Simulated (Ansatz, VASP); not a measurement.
# Two plane-wave programs on AlNi3Sb

```
Sb Ni Al
1.0
     4.06334    0.00000    0.00000
    -2.03167    3.51896    0.00000
     0.00000    0.00000    4.87171
Sb Ni Al
1 3 1
Direct
  0.33333 0.66667 0.50000
  0.66667 0.33333 0.50000
  0.00000 0.00000 0.24426
  0.00000 0.00000 0.75574
  0.66667 0.33333 0.00000
```

Change from the starting cell: volume scaled by 0.96.

Alike in both runs: task single point; functional PBE; k mesh 8 × 8 × 6; occupations fermi-dirac, width 0.05 eV; collinear spin, ferromagnetic start.

|  | VASP | Ansatz |
| --- | --- | --- |
| version | VASP 6.6.1 | Ansatz 0.2.0 |
| potentials or method | VASP PAW PBE potentials, release 64 (Sb, Ni, Al) | Ansatz PAW |
| plane-wave cutoff (eV) | 520 | 420 |
| valence electrons in the cell | 38 | 72 |

Ansatz gave:

* gap on the k mesh at the Fermi level (eV): none
* pressure (GPa): 8.0
* largest component of the traceless stress (GPa): 0.61
* rms of the force components (eV/Å): 0.043
* net moment per atom (μB): 0.00

**Question.** Which values does VASP return?

**Answer.** gap on the k mesh at the Fermi level (eV): none; pressure (GPa): 7.9; largest component of the traceless stress (GPa): 0.48; rms of the force components (eV/Å): 0.046; net moment per atom (μB): 0.00.

Atom by atom the forces differ by 0.003 eV/Å (rms over components). A gap of «none» marks a metal or a gap that the smearing closes. The two sets of potentials don't hold the same shells in valence.

Caveats: the starting moments weren't kept (Ansatz). The runs have no spin-orbit coupling, so splittings on Sb are missing.
